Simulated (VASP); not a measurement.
Calculation: PW91 GGA, VASP's PBE PAW potentials (set 64) (plane waves; VASP 6.6.1).

VASP input:

File POSCAR:
```
Mg
1
    1.5915330000    -2.7005330000     0.0000000000
    1.5915330000     2.7005330000     0.0000000000
    0.0000000000     0.0000000000     5.1208170000
Mg
2
Direct
  0.3333330000   0.6666670000   0.2500000000
  0.6918500000   0.3585160000   0.7500000000
```

INCAR:
```
! general
SYSTEM  =  Mg
PREC    =  Accurate
ENCUT   =  400
LREAL   =  F
LASPH   =  T

! electronic loop
EDIFF   =  1E-6
NELM    =  100
ALGO    =  Normal

! smearing
ISMEAR  =  1
SIGMA   =  0.1

! functional
GGA     =  91

! ions
ISIF    =  2

! output
LWAVE   =  F
LCHARG  =  F
```

File KPOINTS:
```
Automatic mesh
0
Gamma
12 12 7
0 0 0
```

POTCAR, in this order: Mg (PBE.64 set). Program: vasp_std.

What VASP printed:

**OSZICAR**
```
       N       E                     dE             d eps       ncg     rms          rms(c)
DAV:   1    -0.532099401779E+00   -0.53210E+00   -0.11586E+03  3552   0.387E+02
DAV:   2    -0.293030887540E+01   -0.23982E+01   -0.22887E+01  4728   0.258E+01
DAV:   3    -0.294745817641E+01   -0.17149E-01   -0.17129E-01  4866   0.288E+00
DAV:   4    -0.294750580683E+01   -0.47630E-04   -0.47630E-04  4920   0.131E-01
DAV:   5    -0.294750602095E+01   -0.21412E-06   -0.21391E-06  4734   0.687E-03    0.927E-01
DAV:   6    -0.294523189513E+01    0.22741E-02   -0.96870E-04  4392   0.305E-01    0.597E-01
DAV:   7    -0.294400106668E+01    0.12308E-02   -0.34341E-03  3738   0.686E-01    0.324E-02
DAV:   8    -0.294399797030E+01    0.30964E-05   -0.82357E-06  5718   0.239E-02    0.171E-02
DAV:   9    -0.294400202976E+01   -0.40595E-05   -0.66562E-06  3930   0.239E-02    0.868E-04
DAV:  10    -0.294400211779E+01   -0.88026E-07   -0.57819E-08  2508   0.219E-03
   1 F= -.29440021E+01 E0= -.29440944E+01  d E =0.276968E-03
```

### OUTCAR
```
------------------------ aborting loop because EDIFF is reached ----------------------------------------
  FORCE on cell =-STRESS in cart. coord.  units (eV):
  Direction    XX          YY          ZZ          XY          YZ          ZX
  --------------------------------------------------------------------------------------
  Total        0.3935967      0.5776440      0.2435735     -0.0722138      0.0000000      0.0000000
  in kB       14.3260905     21.0250207      8.8655623     -2.6284312      0.0000000      0.0000000
  external PRESSURE =      14.7388912 kB  Pullay stress =       0.0000000 kB
  volume of cell :       44.02
      direct lattice vectors                 reciprocal lattice vectors
     1.591533000 -2.700533000  0.000000000     0.314162509 -0.185148635  0.000000000
     1.591533000  2.700533000  0.000000000     0.314162509  0.185148635  0.000000000
     0.000000000  0.000000000  5.120817000     0.000000000  0.000000000  0.195281339
 POSITION                                       TOTAL-FORCE (eV/Angst)
 -----------------------------------------------------------------------------------
      1.59153      0.90018      1.28020         0.061608      0.015217      0.000000
      1.67169     -0.90018      3.84061        -0.061608     -0.015217      0.000000
 -----------------------------------------------------------------------------------
    total drift:                                0.000002      0.000000      0.000000
  FREE ENERGIE OF THE ION-ELECTRON SYSTEM (eV)
  ---------------------------------------------------
  free  energy   TOTEN  =        -2.9440021178 eV

  energy  without entropy=       -2.9442790854  energy(sigma->0) =       -2.94409444
```
(Selected blocks of OUTCAR.)

File OUTCAR:
```
 val. band max:        2.7839928824   @ k =   0.2500  -0.3333   0.0000

 cond. band min:       2.7944712464   @ k =  -0.2500   0.2500   0.0000


 Fermi energy:         2.7860187302

 k-point     1 :       0.0000    0.0000    0.0000
  band No.  band energies     occupation
      1      -4.2680      2.00000
      2       1.0868      2.00000
      3       1.5898      2.00000
      4      13.8074      0.00000
      5      14.0035      0.00000
      6      14.2550      0.00000

 k-point     2 :       0.0833   -0.0000    0.0000
  band No.  band energies     occupation
      1      -4.1288      2.00000
      2       1.2135      2.00000
      3       1.7244      2.00000
      4      11.5995      0.00000
      5      12.9018      0.00000
      6      13.7509      0.00000

 k-point     3 :      -0.0000    0.0833    0.0000
  band No.  band energies     occupation
      1      -4.1288      2.00000
      2       1.2135      2.00000
      3       1.7248      2.00000
      4      11.5593      0.00000
      5      12.9193      0.00000
      6      13.7878      0.00000

 k-point     4 :       0.1667   -0.0000    0.0000
  band No.  band energies     occupation
      1      -3.7124      2.00000
      2       1.5936      2.00000
      3       2.1223      2.00000
      4       9.0378      0.00000
      5      11.8682      0.00000
      6      12.5045      0.00000

 k-point     5 :      -0.0000    0.1667    0.0000
  band No.  band energies     occupation
      1      -3.7124      2.00000
      2       1.5938      2.00000
      3       2.1242      2.00000
      4       9.0037      0.00000
      5      11.8839      0.00000
      6      12.4822      0.00000

 k-point     6 :       0.2500   -0.0000    0.0000
  band No.  band energies     occupation
      1      -3.0227      2.00000
      2       2.2280      2.00000
      3       2.7555      1.49129
      4       6.6758      0.00000
      5      10.9412      0.00000
      6      11.2437      0.00000
...
```

The compound is Mg in the hcp structure. The cell was not relaxed at this level, atoms are displaced from their ideal sites. The run is one of a series of settings (GGA = 91 against the base run), some of them coarse on purpose.
